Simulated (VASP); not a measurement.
Input:

```xyz
4
Lattice="4.0680 0.0000 0.0000 0.0000 4.0680 0.0000 0.0000 0.0000 5.1306" Properties=species:S:1:pos:R:3 pbc="T T T"
Pb     2.0340     0.0000     3.9213
Pb     0.0000     2.0340     1.2093
O      2.0340     2.0340     0.0000
O      0.0000     0.0000     0.0000
```

All values below come from PBEsol GGA, VASP's PBE PAW potentials (set 64) (plane waves; VASP). Numerical set-up: 520 eV cut-off, 6×6×5 Γ-centred mesh, Gaussian smearing of 0.050 eV, potentials Pb_d O.

Without a dispersion term in the relaxation, distances and binding between the weakly bound layers, chains or molecules are unreliable, and so is what depends on them.

Q: The ions and cell shape at fixed volume are relaxed. What does this cell relax into?

A: 
```xyz
4
Lattice="3.9985 0.0000 0.0000 0.0000 3.9985 0.0000 0.0000 0.0000 5.3103" Properties=species:S:1:pos:R:3 pbc="T T T"
Pb     1.9993     0.0000     4.1225
Pb     0.0000     1.9993     1.1878
O      1.9993     1.9993     0.0000
O      0.0000     0.0000     0.0000
```
Space group P4/nmm (129), at a tolerance of 0.03 Å.

Q: How much energy does the relaxation gain?

A: The energy (σ→0) changes by -13.7 meV/atom, in 7 ionic steps.

The compound is PbO in the litharge structure. This cell is one point of a volume scan, at 1.06 of the reference volume. Symmetry was kept, so distortions that lower it aren't found.
